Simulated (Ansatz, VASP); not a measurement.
# AgAu (Au-Ag-Ag-Au stack, (111) layers): VASP beside Ansatz, part 2 of 2

Wanted: the spread between two codes on one cell, functional and k mesh. The structure shown is the start of the Ansatz relaxation below; VASP solves that cell, so the two are compared at the walk's first step. Other levels of theory on this material are compared in a session of their own.

VASP 6.6.1 and Ansatz 0.2.0.

So far: The starting structure; Ansatz: relaxation, PBEsol with D4; VASP: single point, PBEsol with D4, start cell.

### 3. VASP: single point, PBEsol with D4, start cell (continued)

Level of this step: PBEsol with D4; plane waves and PAW (Au, Ag) (VASP).

Numbers of over 12 decimals in the logs are rounded to 6 here.

From OUTCAR (step 3):

```text
ion  position               nearest neighbor table
   1  0.000  0.000  0.143-   3 2.92   3 2.92   3 2.92
   2  0.000  0.000  0.333-   4 2.92   4 2.92   4 2.92
   3  0.333  0.667  0.207-   4 2.86   4 2.86   4 2.86   1 2.92   1 2.92   1 2.92
   4  0.667  0.333  0.269-   3 2.86   3 2.86   3 2.86   2 2.92   2 2.92   2 2.92

  LATTYP: Found a hexagonal cell.
 ALAT       =     2.8002420000
 C/A-ratio  =    13.5588913387

 Subroutine GETGRP returns: Found 12 space group operations
 (whereof  6 operations were pure point group operations)

The static configuration has the point symmetry C_3v.
 The point group associated with its full space group is D_3d.

 Found     19 irreducible k-points:

   k-points           NKPTS =     19   k-points in BZ     NKDIM =     19   number of bands    NBANDS=     28

   dimension x,y,z NGX =    18 NGY =   18 NGZ =  250
   dimension x,y,z NGXF=    36 NGYF=   36 NGZF=  500

   ENCUT  =  400.0 eV  29.40 Ry    5.42 a.u.   4.57  4.57 61.92*2*pi/ulx,y,z

   NELECT =      44.0000    total number of electrons

 k-points in reciprocal lattice and weights: Automatic mesh
   0.00000000  0.00000000  0.00000000       0.007
   0.08333333  0.00000000  0.00000000       0.042
   0.16666667  0.00000000  0.00000000       0.042
   0.25000000 -0.00000000  0.00000000       0.042
   0.33333333  0.00000000  0.00000000       0.042
   0.41666667 -0.00000000  0.00000000       0.042
   0.50000000 -0.00000000  0.00000000       0.021
   0.08333333  0.08333333  0.00000000       0.042
   0.16666667  0.08333333  0.00000000       0.083
[...]
0.33333333  0.25000000  0.00000000       0.083
   0.33333333  0.33333333  0.00000000       0.014

 dipolmoment           0.000000      0.000000     -0.000000 electrons x Angstroem

 average (electrostatic) potential at core
       1 -74.6995       2 -74.6995       3 -80.6422       4 -80.6422

 E-fermi :  -1.4629

 k-point     1 :       0.0000    0.0000    0.0000
  band No.  band energies     occupation
    ...
     21      -3.8926      2.00000
     22      -3.8399      2.00000
     23      -3.8399      2.00000
     24      -2.8452      2.00000
     25      -1.6676      2.05477
     26       3.0013      0.00000
     27       3.5139      0.00000
     28       3.7331      0.00000

 k-point     2 :       0.0833    0.0000    0.0000
  band No.  band energies     occupation
    ...
     20      -4.2617      2.00000
     21      -4.2153      2.00000
     22      -3.9186      2.00000
     23      -3.8603      2.00000
     24      -2.3718      2.00000
     25      -1.0818     -0.02144
     26       3.1282      0.00000
     27       3.6912      0.00000
     28       3.9102      0.00000

 k-point     3 :       0.1667    0.0000    0.0000
  band No.  band energies     occupation
    ...
     20      -4.7364      2.00000
     21      -3.9885      2.00000
     22      -3.9180      2.00000
     23      -3.9140      2.00000
     24      -1.5824      1.83759
     25       0.1317     -0.00000
     26       3.5212      0.00000
     27       4.2225      0.00000
     28       4.4413      0.00000

  DFT-D4 for vdW energy calculation

  Edisp (eV):   -1.12528

  Total      -1.24841    -1.24841    -0.93439    -0.00000    -0.00000    -0.00000
  in kB      -7.75759    -7.75759    -5.80629    -0.00000    -0.00000    -0.00000
  external pressure =       -7.11 kB  Pullay stress =        0.00 kB

  energy-cutoff  :      400.00
  volume of cell :      257.83
      direct lattice vectors                 reciprocal lattice vectors
     2.800242000 -0.000003000  0.000000000     0.357112213  0.206178281  0.000000000
    -1.400118000  2.425082000  0.000000000     0.000000442  0.412357445  0.000000000
     0.000000000  0.000000000 37.968177000     0.000000000  0.000000000  0.026337846

 POSITION                                       TOTAL-FORCE (eV/Angst)
 -----------------------------------------------------------------------------------
      0.00000      0.00000      5.42961        -0.000000     -0.000000      0.102521
      0.00000      0.00000     12.65448         0.000000     -0.000000     -0.102521
      0.00000      1.61672      7.86327         0.000000      0.000000      0.039130
      1.40012      0.80836     10.22082        -0.000000     -0.000000     -0.039130
 -----------------------------------------------------------------------------------
    total drift:                                0.000000     -0.000000     -0.000065

  FREE ENERGIE OF THE ION-ELECTRON SYSTEM (eV)
  ---------------------------------------------------
  free  energy   TOTEN  =       -14.9592498375 eV

  energy  without entropy=      -14.9395894201  energy(sigma->0) =      -14.95269637

 vacuum level on the upper side and lower side of the slab         3.699         3.699

 total charge
# of ion       s       p       d       tot
------------------------------------------
    1        0.592   0.308   8.729   9.630
    2        0.592   0.308   8.729   9.630
    3        0.420   0.326   9.169   9.916
    4        0.420   0.326   9.169   9.916
--------------------------------------------------
tot          2.025   1.269  35.797  39.091

[... 3 further parts left out ...]
```

Dispersion corrections of this kind ignore metallic screening and tend to overbind metals.

### 4. Differences

Known differences besides the potentials themselves: Ansatz cuts the interaction across the vacuum, VASP repeats the sheet with a dipole correction (LDIPOL); the data sets hold 76 valence electrons in Ansatz (on its PAW soft_1 files) and 44 in VASP; the cutoff is 420 eV in Ansatz and 400 eV in VASP; Ansatz makes its cores anew for this functional, VASP keeps those of its PBE data sets. Total energies have different zeros and are not compared.

Forces (eV/Å; atoms numbered as in POSCAR):

```csv
atom,"Ansatz x, y, z","VASP x, y, z"
Au1,"0.000, 0.000, 0.094","0.000, 0.000, 0.103"
Au2,"0.000, 0.000, -0.094","0.000, 0.000, -0.103"
Ag3,"0.000, 0.000, 0.038","0.000, 0.000, 0.039"
Ag4,"0.000, 0.000, -0.038","0.000, 0.000, -0.039"
```

The forces differ by 3.6 meV/Å r.m.s., which is 8.1 % of the r.m.s. force of 0.045 eV/Å (both taken over all components). Where the cell holds vacuum, a pressure given here is an average over it and none of the material.

### 5. Outcome

| Item | Value |
| --- | --- |
| r.m.s. force difference (single point, PBEsol with D4, start cell) | 3.6 meV/Å |

The r.m.s. force difference is 3.6 meV/Å (single point, PBEsol with D4, start cell), within the 12 meV/Å picked in this series as the mark of a large difference. The data sets hold unlike numbers of valence electrons (76 in Ansatz and 44 in VASP), so part of the differences may come from the potentials. 4 further pairs of this series are not shown here. Such differences can come from data sets, numerical settings and the points named under the comparisons, not from the functional's error against experiment.

[Lines on the potential files, build, host, timing and source positions are cut from VASP's logs without a mark.]

[Logs are printed without paths, hosts, clocks, repeated set-up lines and the standing remarks that a program may print on its own settings, such as how far it seeks lower states.]

[Hosts, paths, dates, database ids (printed as entryN), source tags and the programs' standing remarks are cut or masked in the printed files.]
